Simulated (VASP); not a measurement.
Consider the following.

```
KMgF3
1.0
    3.98526     0.00000     0.00000
    0.00000     3.98526     0.00000
    0.00000     0.00000     3.98526
K Mg F
1 1 3
Cartesian
  0.00000   0.00000   0.00000
  1.99263   1.99263   1.99263
  1.99263   0.00000   1.99263
  0.00000   1.99263   1.99263
  1.99263   1.99263   0.00000
```

All values below come from PBEsol GGA, VASP's PBE PAW potentials (set 64) (plane waves; VASP 6.6.1). Settings: 620 eV cut-off, 6×6×6 Γ-centred mesh, Gaussian smearing of 0.050 eV, potentials K_sv Mg F.

**Question.** What does the run give for the energy per atom (σ→0), band gap (on the k-mesh) with the smallest direct gap where there is one?

**Answer.** 
* **band gap (on the k-mesh)**: 7.13 eV
* **smallest direct gap (on the k-mesh)**: 7.45 eV
* **energy per atom (σ→0)**: -5.054 eV/atom

Only differences to runs with the same potentials and settings are physical.

The compound is KMgF3 in the cubic perovskite structure. It was relaxed first.
